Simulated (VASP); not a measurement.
These are PBE GGA, VASP's PBE PAW potentials (set 64) (plane waves; VASP 6.6.1) values and carry that method's errors.

A VASP calculation is set up with these files.

### INCAR
```
SYSTEM = NaCl
PREC = Accurate; ENCUT = 500; LREAL = .FALSE.
LASPH = .TRUE.
EDIFF = 1E-6; NELM = 100; ALGO = Normal
ISMEAR = 0; SIGMA = 0.05
GGA = PE
IBRION = 2; NSW = 40; ISIF = 3
EDIFFG = -0.02; PSTRESS = 50
LWAVE = .FALSE.; LCHARG = .FALSE.
```

File POSCAR:
```
NaCl
1
    0.0000000000     2.8425828648     2.8425828648
    2.8425828648     0.0000000000     2.8425828648
    2.8425828648     2.8425828648     0.0000000000
Na Cl
1 1
Direct
  0.0000000000   0.0000000000   0.0000000000
  0.5000000000   0.5000000000   0.5000000000
```

**KPOINTS**
```
Regular mesh
0
gamma
  8 8 8
```

POTCAR, in this order: Na_pv Cl (PBE.64 set). Program: vasp_std.

Energy and stress use the plane-wave basis of the starting cell.

### Question
What does the run give for the energy per atom (σ→0), volume per atom, band gap (on the k-mesh)?

### Answer

| Property | Value |
|---|---|
| energy per atom (σ→0) | -3.348 eV/atom |
| band gap (on the k-mesh) | 5.60 eV |
| volume per atom | 19.96 Å³/atom |

File OSZICAR:
```
...
       N       E                     dE             d eps       ncg     rms          rms(c)
DAV:   1    -0.680799464484E+01   -0.74426E-01   -0.25473E+00   713   0.247E+01    0.229E+00
DAV:   2    -0.671519824098E+01    0.92796E-01   -0.14233E-01   710   0.438E+00    0.909E-01
DAV:   3    -0.669759408329E+01    0.17604E-01   -0.41104E-02   722   0.240E+00    0.461E-01
DAV:   4    -0.669592560987E+01    0.16685E-02   -0.11753E-03   938   0.418E-01    0.359E-02
DAV:   5    -0.669589244371E+01    0.33166E-04   -0.14501E-04   677   0.928E-02    0.211E-02
DAV:   6    -0.669589276046E+01   -0.31674E-06   -0.68474E-06   746   0.433E-02
   3 F= -.54500168E+01 E0= -.54500168E+01  d E =-.106027E+00
```

The compound is NaCl in the rock salt structure. This run relaxes it under an external pressure of 5 GPa. Symmetry was kept, so distortions that lower it aren't found.
